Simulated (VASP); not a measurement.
Input:

```
Zn
1.0
    1.32851    -2.30104     0.00000
    1.32851     2.30104     0.00000
    0.00000     0.00000     4.67029
Zn
2
Direct
  0.33333   0.66667   0.25000
  0.66667   0.33333   0.75000
```

Computed with vdW-DF-cx, VASP's PBE PAW potentials (set 64) (plane waves; VASP 6.6.1). Settings: 520 eV cut-off, 14×14×7 Γ-centred mesh, first-order Methfessel-Paxton smearing of 0.10 eV, potentials Zn.

Q: Estimate the energy per atom (σ→0), band gap (on the k-mesh) with the smallest direct gap where there is one.

A: 
```
Item                                                         Value
------------------------  ----------------------------------------
band gap (on the k-mesh)  none (metal, semimetal or under 0.01 eV)
energy per atom (σ→0)                                1.806 eV/atom
```

The compound is Zn in the hcp structure. It was relaxed first, which changed the volume by -6 %. The start is the result of an earlier pass.
